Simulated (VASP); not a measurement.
# C18Se in VASP: a series of runs

The runs below take C18Se through single point, with PBEsol.

Everything below comes from runs of VASP 6.6.1. Logs are shortened: lines on timing, memory, paths and dates and some standing lists are left out, and cuts for length are marked.

## (1) The slab as given

The cell holds a slab with vacuum, 19 atoms: a = 7.398 Å, b = 7.398 Å, c = 12.000 Å, α = 90.00°, β = 90.00°, γ = 120.00°.

The cell was built by a generator and needn't be a form met in nature.

## (2) Single point, PBEsol

INCAR

```
SYSTEM = C18Se
PREC = Accurate ; ENCUT = 520
EDIFF = 1E-6 ; ISMEAR = -1
SIGMA = 0.05 ; LREAL = Auto
LASPH = .TRUE. ; NELM = 100
ALGO = Fast ; ISIF = 2
LWAVE = .FALSE. ; LCHARG = .FALSE.
GGA = PS ; NBANDS = 54
```

KPOINTS

```
Automatic mesh
0
G
  2 2 1
  0 0 0
```

POSCAR

```
C18Se
1.0
    7.3980000000      0.0000000000      0.0000000000
   -3.6990000000      6.4068560000      0.0000000000
    0.0000000000      0.0000000000     12.0000000000
C Se
18 1
Direct
    0.0067519670      0.0060335366      0.0793830833
    0.2274578261      0.1163846979      0.0759940833
    0.0058330902      0.3376788865      0.0776431667
    0.2272389892      0.4457153399      0.0815020833
    0.0056555815      0.6734793165      0.0790896667
    0.2271467542      0.7870696641      0.0825635833
    0.3386815545      0.0054333982      0.0770896667
    0.5636212495      0.1174128153      0.0767962500
    0.3385833385      0.3388701104      0.0770086667
    0.5635956886      0.4517777518      0.0779325000
    0.3356428092      0.6705181137      0.0994910833
    0.5638651863      0.7848771691      0.0982155000
    0.6736485603      0.0085901728      0.0826457500
    0.8955202839      0.1173352421      0.0786306667
    0.6745591585      0.3400366732      0.0755768333
    0.8956828834      0.4504955317      0.0781419167
    0.6735635413      0.6706161337      0.0841972500
    0.8955088821      0.7835646688      0.0801258333
    0.4021699691      0.7117511304      0.2679716667
```

Potentials or basis: VASP PAW PBE potentials, release 64 (C, Se).

Launch:

```
$ cat potpaw_PBE.64/C/POTCAR potpaw_PBE.64/Se/POTCAR > POTCAR
$ mpirun -np 1 vasp_std > vasp.out
```

OUTCAR:

```text
SYSTEM = C18Se
   PREC = Accurate
   ENCUT = 520
   EDIFF = 1E-6
   ISMEAR = -1
   LREAL = Auto
   LASPH = .TRUE.
   NELM = 100
   ISIF = 2
   GGA = PS

 ion  position               nearest neighbor table
   1  0.007  0.006  0.079-   2 1.41  18 1.43  14 1.43
   2  0.227  0.116  0.076-   1 1.41   7 1.42   9 1.43
   3  0.006  0.338  0.078-  14 1.41   4 1.42  16 1.43
   4  0.227  0.446  0.082-   9 1.40   3 1.42  11 1.46
   5  0.006  0.673  0.079-  18 1.41   6 1.42  16 1.43
   6  0.227  0.787  0.083-   7 1.40   5 1.42  11 1.46
   7  0.339  0.005  0.077-   6 1.40   2 1.42   8 1.44
   8  0.564  0.117  0.077-  13 1.40  15 1.43   7 1.44
   9  0.339  0.339  0.077-   4 1.40   2 1.43  10 1.44
  10  0.564  0.452  0.078-  17 1.40  15 1.43   9 1.44
  11  0.336  0.671  0.099-   6 1.46   4 1.46  12 1.46  19 2.07
  12  0.564  0.785  0.098-  17 1.44  13 1.45  11 1.46  19 2.29
  13  0.674  0.009  0.083-   8 1.40  14 1.42  12 1.45
  14  0.896  0.117  0.079-   3 1.41  13 1.42   1 1.43
  15  0.675  0.340  0.076-  16 1.42   8 1.43  10 1.43
  16  0.896  0.450  0.078-  15 1.42   3 1.43   5 1.43
  17  0.674  0.671  0.084-  10 1.40  18 1.42  12 1.44
  18  0.896  0.784  0.080-   5 1.41  17 1.42   1 1.43
  19  0.402  0.712  0.268-  11 2.07  12 2.29

  LATTYP: Found a hexagonal cell.
 ALAT       =     7.3980000000
 C/A-ratio  =     1.6220600162

  Lattice vectors:

 A1 = (   7.3980000000,   0.0000000000,   0.0000000000)
 A2 = (  -3.6990000000,   6.4068560000,   0.0000000000)
 A3 = (   0.0000000000,   0.0000000000,  12.0000000000)

Analysis of symmetry for initial positions (statically):
=====================================================================
 Subroutine PRICEL returns:
 Original cell was already a primitive cell.

 Routine SETGRP: Setting up the symmetry group for a
 hexagonal supercell.

 Subroutine GETGRP returns: Found  1 space group operations
 (whereof  1 operations were pure point group operations)
 out of a pool of 24 trial point group operations.

The static configuration has the point symmetry C_1 .

Analysis of symmetry for dynamics (positions and initial velocities):
=====================================================================
 Subroutine PRICEL returns:
 Original cell was already a primitive cell.

 Routine SETGRP: Setting up the symmetry group for a
 hexagonal supercell.

 Subroutine GETGRP returns: Found  1 space group operations
[... 121 lines left out ...]
   NFREE  =      0    steps in history (QN), initial steepest desc. (CG)
   ISIF   =      2    stress and relaxation
   ISYM   =      2    0-nonsym 1-usesym 2-fastsym
   POTIM  = 0.5000    time-step for ionic-motion
   TEBEG  =    0.0;   TEEND  =   0.0 temperature during run
   PSTRESS=    0.0 pullay stress
   NELECT =      78.0000    total number of electrons
   NUPDOWN=      -1.0000    fix difference up-down
   EMIN   =  10.00;   EMAX   =-10.00  energy-range for DOS
   EFERMI =   0.00;   METHOD = LEGACY
   ISMEAR =    -1;   SIGMA  =   0.05  broadening in eV -4-tet -1-fermi 0-gaus
   EFERMI_NEDOS =   21; number of points for ismear=-14 and -15
   IALGO  =     68    algorithm
   IMIX   =      4    mixing-type and parameters
     AMIX     =   0.40;   BMIX     =  1.00
     AMIX_MAG =   1.60;   BMIX_MAG =  1.00
  volume/ion in A,a.u.               =      29.94       202.01
  Fermi-wavevector in a.u.,A,eV,Ry     =   0.844228  1.595359  9.697146  0.712720
  Thomas-Fermi vector in A             =   1.959222
   LORBIT       =      0    0 simple, 1 ext, 2 COOP (PROOUT), +10 PAW based schemes
   GGA     = PS    functional components
   LHFCALC =     F    Hartree Fock is set to
   AEXX    =    0.0000 exact exchange contribution
   IVDW    =     0    specifies the selected vdW correction
   LEPSILON=     F    determine dielectric tensor
   LRPA    =     F    only Hartree local field effects (RPA)
 non-spin polarized calculation
 RMM-DIIS sequential band-by-band and
  energy-cutoff  :      520.00
  volume of cell :      568.78
 maximum number of plane-waves:     15363
 NGX is ok and might be reduce to    56
   NGX = 27   NGY = 27   NGZ = 45

 number of electron      77.9999999 magnetization

 Free energy of the ion-electron system (eV)
  ---------------------------------------------------
  ext. energy  EPLUGINS =         0.00000000
  ---------------------------------------------------
  free energy    TOTEN  =      -174.67157146 eV

  energy without entropy =     -174.65623234  energy(sigma->0) =     -174.66390190

 E-fermi :  -1.6794     XC(G=0):  -4.1371

 val. band max:       -1.7960881890   @ k =   0.0000   0.0000   0.0000
 cond. band min:      -1.5603394926   @ k =   0.0000   0.0000   0.0000
 fundamental gap:      0.2357486964
 Fermi energy:        -1.6793927708

 k-point     1 :       0.0000    0.0000    0.0000
  band No.  band energies     occupation
      1     -21.3770      2.00000
      2     -19.2227      2.00000
      3     -18.7474      2.00000
      4     -18.7414      2.00000
      5     -18.6870      2.00000
      6     -18.6340      2.00000
[... 205 lines left out ...]
     50       4.1299      0.00000
     51       4.3596      0.00000
 [bands above 51 left out]

------------------------ aborting loop because EDIFF is reached ----------------------------------------

  FORCE on cell =-STRESS in cart. coord.  units (eV):
  Direction    XX          YY          ZZ          XY          YZ          ZX
  --------------------------------------------------------------------------------------
  -------------------------------------------------------------------------------------
  Total       -0.0842378     -0.5189685     -0.0461316      0.4224543      0.1797233      1.0558696
  in kB       -0.2372888     -1.4618778     -0.1299477      1.1900078      0.5062610      2.9742696
  external PRESSURE =      -0.6097048 kB  Pullay stress =       0.0000000 kB

 VOLUME and BASIS-vectors are now :
 -----------------------------------------------------------------------------
  energy-cutoff  :      520.00
  volume of cell :      568.78
      direct lattice vectors                 reciprocal lattice vectors
     7.398000000  0.000000000  0.000000000     0.135171668  0.078041398  0.000000000
    -3.699000000  6.406856000  0.000000000     0.000000000  0.156082796  0.000000000
     0.000000000  0.000000000 12.000000000     0.000000000  0.000000000  0.083333333

 POSITION                                       TOTAL-FORCE (eV/Angst)
 -----------------------------------------------------------------------------------
      0.02763      0.03866      0.95260        -0.021903      0.015519      0.002824
      1.25223      0.74566      0.91193        -0.026648     -0.011016     -0.038154
     -1.20592      2.16346      0.93172        -0.035213     -0.007851     -0.001982
      0.03241      2.85563      0.97802        -0.021863      0.003001     -0.004939
     -2.44936      4.31488      0.94908         0.001163      0.003291     -0.054782
     -1.23094      5.04264      0.99076        -0.026795      0.008744     -0.142670
[... 11 lines left out ...]
      3.72657      5.02019      0.96151        -0.043746     -0.014758      0.004692
      0.34249      4.56009      3.21566         0.471273      0.079361     -0.000448
 -----------------------------------------------------------------------------------
    total drift:                                0.011481      0.014835      0.005911

  FREE ENERGIE OF THE ION-ELECTRON SYSTEM (eV)
  ---------------------------------------------------
  free  energy   TOTEN  =      -174.6715714647 eV

  energy  without entropy=     -174.6562323427  energy(sigma->0) =     -174.66390190
```

Wall time 5.3 min (1 thread of AMD EPYC 7R13 (Zen 3), shared host); peak memory 0.57 GiB.

Results:

| Quantity | Value |
| --- | --- |
| Free energy | -174.6716 eV |
| Largest force | 0.478 eV/Å |
| Band gap on the k mesh | 0.24 eV, direct |

Forces in eV/Å, atoms in the order of the input:
```
C   -0.022  0.016  0.003
C   -0.027 -0.011 -0.038
C   -0.035 -0.008 -0.002
C   -0.022  0.003 -0.005
C    0.001  0.003 -0.055
C   -0.027  0.009 -0.143
C   -0.019 -0.022 -0.061
C   -0.024 -0.007 -0.003
C   -0.006  0.001 -0.019
C   -0.024  0.005 -0.008
C   -0.069 -0.027 -0.021
C   -0.063  0.002  0.206
C   -0.023  0.022  0.064
C   -0.033 -0.022  0.028
C   -0.007 -0.014 -0.012
C   -0.018  0.005  0.005
C   -0.010 -0.019  0.056
C   -0.044 -0.015  0.005
Se   0.471  0.079  0.000
```

Caveat: the k mesh is coarse (spacing up to 0.49 Å⁻¹), so the values aren't converged; the PAW data sets were made with another functional, which shifts forces and pressure a little.

## (3) Single point, PBEsol

INCAR

```
SYSTEM = C18Se
ALGO = Fast
EDIFF = 1E-6
ENCUT = 520
GGA = PS
ISIF = 2
ISMEAR = -1
LASPH = .True.
LCHARG = .False.
LREAL = Auto
LWAVE = .False.
NBANDS = 54
NELM = 100
PREC = Accurate
SIGMA = 0.05
```

KPOINTS

```
k-points
0
Gamma
  2 2 1
  0 0 0
```

POSCAR

```
C18Se
1.0
    7.3980000000      0.0000000000      0.0000000000
   -3.6990000000      6.4068560000      0.0000000000
    0.0000000000      0.0000000000     12.0000000000
C Se
18 1
Direct
    0.0044638707      0.0041118452      0.0775600833
    0.2252299435      0.1144488030      0.0752319167
    0.0046082362      0.3370715683      0.0792963333
    0.2262332588      0.4453886586      0.0843997500
    0.0046145246      0.6712420257      0.0797189167
    0.2262802874      0.7845097502      0.0850495833
    0.3362712189      0.0026897748      0.0777660000
    0.5615967294      0.1156927829      0.0766765000
    0.3362638814      0.3372268707      0.0772430000
    0.5615704681      0.4495559132      0.0764065000
    0.3360813606      0.6697380119      0.1023775833
    0.5651635296      0.7844516874      0.0999890000
    0.6728844385      0.0089373009      0.0811194167
    0.8942698798      0.1168893136      0.0773722500
    0.6727342460      0.3382484326      0.0752089167
    0.8932854398      0.4485073490      0.0792473333
    0.6728793212      0.6676037357      0.0811099167
    0.8943169894      0.7811308698      0.0776515833
    0.4815358067      0.7401959713      0.2665749167
```

Potentials or basis: VASP PAW PBE potentials, release 64 (C, Se).

Launch:

```
$ cat potpaw_PBE.64/C/POTCAR potpaw_PBE.64/Se/POTCAR > POTCAR
$ mpirun -np 1 vasp_std > vasp.out
```

It took 5.2 min on 1 thread of AMD EPYC 7R13 (Zen 3), shared host; peak memory 0.58 GiB.

The run converged. Its results:

- Free energy: -174.7340 eV
- Largest force: 0.383 eV/Å
- Band gap on the k mesh: 0.26 eV, direct

Forces on the atoms (eV/Å):
```
C    0.022  0.012  0.004
C    0.018  0.012 -0.006
C    0.017  0.012  0.005
C    0.030  0.020  0.034
C    0.028  0.021 -0.003
C    0.030  0.000  0.023
C    0.020  0.009 -0.008
C    0.022  0.001 -0.023
C    0.015  0.000 -0.008
C    0.014  0.016 -0.018
C    0.000  0.016  0.079
C    0.041 -0.008  0.005
C    0.006  0.011 -0.011
C    0.014  0.003 -0.009
C    0.024  0.000 -0.027
C    0.023  0.008  0.004
C    0.018  0.023 -0.036
C    0.010 -0.007 -0.016
Se  -0.353 -0.148  0.011
```

Levels at points of the mesh, in eV from the valence-band top:
```csv
k point,band 36,band 37,band 38,band 39,band 40,band 41,band 42,band 43
"(0.00, 0.00, 0.00)",-1.66,-0.96,-0.84,0.00,0.26,0.77,2.12,3.65
"(0.50, 0.00, 0.00)",-2.58,-2.37,-0.81,-0.49,0.48,2.19,2.45,2.64
"(0.00, 0.50, 0.00)",-2.54,-2.31,-0.83,-0.79,0.98,1.93,2.54,2.57
"(0.50, 0.50, 0.00)",-2.54,-2.31,-0.83,-0.80,0.97,1.93,2.54,2.57
```

Caveat: the k mesh is coarse (spacing up to 0.49 Å⁻¹), so the values aren't converged; the PAW data sets were made with another functional, which shifts forces and pressure a little.
